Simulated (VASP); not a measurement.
Calculation: PBEsol GGA, VASP's PBE PAW potentials (set 64) (plane waves; VASP).

VASP input:

**INCAR**
```
! general
SYSTEM =PdC
PREC   =Accurate
ENCUT  =520   ! plane-wave cut-off (eV)
LREAL  =.False.
LASPH  =.True.

! electronic loop
EDIFF  =1E-7   ! SCF stop (eV)
NELM   =100
ALGO   =Normal
LMAXMIX=4

! smearing
ISMEAR =-5

! functional
GGA    =PS   ! PBEsol

! ions
ISIF   =2

! output
LWAVE  =.False.
LCHARG =.True.
LORBIT =11
NEDOS  =601   ! DOS grid
```

**POSCAR**
```
PdC
1
    0.0000000000     2.3238868076     2.3238868076
    2.3238868076     0.0000000000     2.3238868076
    2.3238868076     2.3238868076     0.0000000000
Pd C
1 1
Direct
  0.0000000000   0.0000000000   0.0000000000
  0.2500000000   0.2500000000   0.2500000000
```

**KPOINTS**
```
Automatic mesh
0
Gamma
15 15 15
0 0 0
```

POTCAR, in this order: Pd C (PBE.64 set). Program: vasp_std.

Output

OSZICAR:
```
       N       E                     dE             d eps       ncg     rms          rms(c)
DAV:   1     0.621621738736E+02    0.62162E+02   -0.69972E+03  2640   0.117E+03
DAV:   2    -0.131847239903E+02   -0.75347E+02   -0.70895E+02  2874   0.239E+02
DAV:   3    -0.155206141388E+02   -0.23359E+01   -0.23102E+01  3081   0.443E+01
DAV:   4    -0.155411845188E+02   -0.20570E-01   -0.20584E-01  2942   0.473E+00
DAV:   5    -0.155414622195E+02   -0.27770E-03   -0.27796E-03  3090   0.540E-01    0.195E+01
DAV:   6    -0.140204012762E+02    0.15211E+01   -0.23765E+01  3476   0.488E+01    0.944E+00
DAV:   7    -0.132939073759E+02    0.72649E+00   -0.35736E+00  2846   0.221E+01    0.468E+00
DAV:   8    -0.132820216330E+02    0.11886E-01   -0.16488E-01  2885   0.355E+00    0.176E+00
DAV:   9    -0.132734320661E+02    0.85896E-02   -0.21959E-02  2901   0.164E+00    0.215E-01
DAV:  10    -0.132734156675E+02    0.16399E-04   -0.21495E-03  2829   0.401E-01    0.412E-02
DAV:  11    -0.132734184172E+02   -0.27497E-05   -0.38641E-05  3066   0.698E-02    0.243E-02
DAV:  12    -0.132734194280E+02   -0.10107E-05   -0.43545E-06  2738   0.183E-02    0.635E-03
DAV:  13    -0.132734193362E+02    0.91826E-07   -0.45408E-07  3093   0.679E-03
   1 F= -.13273419E+02 E0= -.13273419E+02  d E =0.000000E+00
```

File OUTCAR:
```
------------------------ aborting loop because EDIFF is reached ----------------------------------------
  FORCE on cell =-STRESS in cart. coord.  units (eV):
  Direction    XX          YY          ZZ          XY          YZ          ZX
  --------------------------------------------------------------------------------------
  Total        0.0144676      0.0144676      0.0144676      0.0000000      0.0000000      0.0000000
  in kB        0.9234879      0.9234879      0.9234879      0.0000000      0.0000000      0.0000000
  external PRESSURE =       0.9234879 kB  Pullay stress =       0.0000000 kB
  volume of cell :       25.10
      direct lattice vectors                 reciprocal lattice vectors
     0.000000000  2.323886808  2.323886808    -0.215156779  0.215156779  0.215156779
     2.323886808  0.000000000  2.323886808     0.215156779 -0.215156779  0.215156779
     2.323886808  2.323886808  0.000000000     0.215156779  0.215156779 -0.215156779
 POSITION                                       TOTAL-FORCE (eV/Angst)
 -----------------------------------------------------------------------------------
      0.00000      0.00000      0.00000         0.000000      0.000000      0.000000
      1.16194      1.16194      1.16194        -0.000000     -0.000000     -0.000000
 -----------------------------------------------------------------------------------
    total drift:                               -0.000001     -0.000001     -0.000001
  FREE ENERGIE OF THE ION-ELECTRON SYSTEM (eV)
  ---------------------------------------------------
  free  energy   TOTEN  =       -13.2734193362 eV

  energy  without entropy=      -13.2734193362  energy(sigma->0) =      -13.27341934

 total charge

# of ion       s       p       d       tot
------------------------------------------
    1        0.634   0.731   8.457   9.823
    2        0.915   1.346   0.000   2.261
--------------------------------------------------
tot          1.549   2.077   8.457  12.084
```
(Selected blocks of OUTCAR.)

For a metal the tetrahedron method with Blöchl corrections gives inexact stress and forces.

The structure was generated: PdC was put into the zinc blende type (F-43m), which need not be its known phase. It was relaxed first, which changed the volume by -18 %.
